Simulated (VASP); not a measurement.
A run of VASP 6.6.1 is set up as follows.

Contents of INCAR:

```
PREC     = Accurate       # precision mode
ENCUT    = 450            # plane-wave cutoff, eV
EDIFF    = 1E-5           # SCF threshold, eV
ISMEAR   = 0              # smearing method
SIGMA    = 0.03           # smearing width, eV
LREAL    = Auto         
LASPH    = True           # aspherical terms in the spheres
NELM     = 120            # most SCF steps
ALGO     = Normal         # electronic algorithm
ISIF     = 2              # what is computed and relaxed
LWAVE    = False          # write WAVECAR
LCHARG   = False          # write CHGCAR
ISPIN    = 2              # spin polarisation
MAGMOM   = 3 0 0 0 0 0 0 0 0 0 0 0 0 0 0 0 0 0 0 0 0 0 0 0 # initial moments
LORBIT   = 11             # projections on sites
LMAXMIX  = 4              # l up to which the mixer works
LDAU     = True           # DFT+U
LDAUTYPE = 2            
LDAUL    = 2 -1 -1        # shell
LDAUU    = 5 0 0          # U, eV
LDAUJ    = 0 0 0        
LDAUPRINT= 1            
GGA      = PS             # functional
ISYM     = 0            
KPAR     = 4
```

KPOINTS

```
regular mesh
0
Gamma
  2 3 3
```

Contents of POSCAR:

```
CuSi11C12                               
1.0
    0.0000000000      6.5370000000      6.5370000000
    4.3580000000      0.0000000000      4.3580000000
    4.3580000000      4.3580000000      0.0000000000
  Cu              Si              C             
     1    11    12
Direct
     0.9986250593378860    0.0007829700289506    0.0011946286955630
     0.9996836410677337    0.9984949738954965    0.5024326542835343
     0.9998009619263166    0.5021494650736739    0.9987101313255741
     0.9998764865268769    0.5018701237452082    0.5024277282466380
     0.3334947946703698    0.0002284431766928    0.9999124869814313
     0.3352394767772292    0.9991179598489015    0.5009599065115323
     0.3352777870178449    0.5010132931996513    0.9990605062318384
     0.3338673529806515    0.5008036104583905    0.5003364264949780
     0.6688301417012085    0.9992536248598292    0.9991581911003468
     0.6675195633335775    0.9996581468801339    0.5017116912659298
     0.6674883442717637    0.5014760845892561    0.9999084839372036
     0.6682599315722140    0.5000641552555131    0.4998462882602683
     0.0870091092052848    0.1318438235581779    0.1320088039933963
     0.0887918587369343    0.1309259249121704    0.6072057265238417
     0.0887721044234675    0.6069527093826106    0.1313475533158932
     0.0839234031912958    0.6256284448187519    0.6258243508148894
     0.4180568308529247    0.1244171730900080    0.1243099418376032
     0.4164315540245401    0.1260086951554833    0.6264391166488833
     0.4164734509546170    0.6267664522246484    0.1255630584005885
     0.4183183857846333    0.6247736907987818    0.6246400659714006
     0.7358828755880298    0.1329815024881238    0.1332939993817931
     0.7504133820152754    0.1254055319134929    0.6255555109516888
     0.7504260028050382    0.6255912880697778    0.1251992045206920
     0.7504775012343009    0.6255569125762870    0.6257575443044727
```

Potentials or basis: VASP PAW PBE potentials, release 64 (Cu, Si, C).

Command:

```bash
$ cat potpaw_PBE.64/Cu/POTCAR potpaw_PBE.64/Si/POTCAR potpaw_PBE.64/C/POTCAR > POTCAR
$ mpirun -np 4 vasp_std > vasp.out
```

(1) Estimate the largest force.

(2) Predict the band gap on the k mesh.

(3) Predict the net moment.

Results:

(1) 0.270 eV/Å.

(2) none (metal or under the smearing width).

(3) 0.00 μB per cell.

Caveat: the k mesh is coarse (spacing up to 0.42 Å⁻¹), so the values aren't converged; the PAW data sets were made with another functional, which shifts forces and pressure a little; the U is typed as a test and isn't derived for this compound.
